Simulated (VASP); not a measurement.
An input for Quantum ESPRESSO's pw.x (written as the equivalent of a VASP run, and not itself run):

```
&CONTROL
  calculation = 'scf'
  pseudo_dir = './pseudo'
  outdir = './out'
  tprnfor = .true.
  tstress = .true.
/
&SYSTEM
  ibrav = 0
  nat = 2
  ntyp = 2
  ecutwfc = 56.6
  occupations = 'smearing'
  smearing = 'gaussian'
  degauss = 0.003675
  input_dft = 'pw91'
/
&ELECTRONS
  conv_thr = 7.3e-09
  electron_maxstep = 100
/
ATOMIC_SPECIES
  Ba 137.327 Ba.upf
  S 32.060 S.upf
CELL_PARAMETERS angstrom
     0.0000000    3.1923997    3.1923997
     3.1923997    0.0000000    3.1923997
     3.1923997    3.1923997    0.0000000
ATOMIC_POSITIONS crystal
  Ba   0.0000000  0.0000000  0.0000000
  S    0.5000000  0.5000000  0.5000000
K_POINTS automatic
  7 7 7 0 0 0
```

Q: Translate this input to VASP (INCAR, KPOINTS, POSCAR, choice of POTCAR).

A: This is not unique; one that fits is 
### KPOINTS
```
Automatic mesh
0
Gamma
7 7 7
0 0 0
```

**INCAR**
```
# general
SYSTEM  = BaS
PREC    = Accurate
ENCUT   = 520
LREAL   = .False.
LASPH   = .True.

# electronic loop
EDIFF   = 1E-7
NELM    = 100
ALGO    = Normal
LMAXMIX = 4

# smearing
ISMEAR  = 0   # Gaussian
SIGMA   = 0.05

# functional
GGA     = 91

# ions
ISIF    = 2

# output
LWAVE   = .False.
LCHARG  = .False.
```

POSCAR:
```
BaS
1
    0.0000000000     3.1923997069     3.1923997069
    3.1923997069     0.0000000000     3.1923997069
    3.1923997069     3.1923997069     0.0000000000
Ba S
1 1
Direct
  0.0000000000   0.0000000000   0.0000000000
  0.5000000000   0.5000000000   0.5000000000
```

POTCAR, in this order: Ba_sv S (PBE.64 set). Program: vasp_std.

The two are equivalent in intent, not identical: the potentials are each code's own (VASP's PAW set, PseudoDojo norm-conserving files in pw.x), so ENCUT and ecutwfc are chosen apart and not converted; conv_thr bounds pw.x's estimated SCF error, while EDIFF bounds the energy change between steps.

The compound is BaS in the rock salt structure. This cell is one point of a volume scan, at 0.97 of the reference volume.
